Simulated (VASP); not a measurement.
Data:

```xyz
2
Lattice="0.0000 2.5900 2.5900 2.5900 0.0000 2.5900 2.5900 2.5900 0.0000" Properties=species:S:1:pos:R:3 pbc="T T T"
Sr     0.0000     0.0000     0.0000
O      2.5900     2.5900     2.5900
```

All values below come from revTPSS meta-GGA, VASP's PBE PAW potentials (set 64) (plane waves; VASP). Run with 520 eV cut-off, 9×9×9 Γ-centred mesh, Gaussian smearing of 0.050 eV, potentials Sr_sv O.

The job: SrO (rock salt), 2 atoms, revTPSS, static run, 520 eV, 9×9×9 Γ-centred mesh. Roughly how much core time does it take on a busy server core?

About 50 core-seconds (one run on a shared machine, a rough figure). It had 35 irreducible k-points, 12 bands, up to 954 plane waves and 24 electronic steps.

The compound is SrO in the rock salt structure. It was relaxed first.
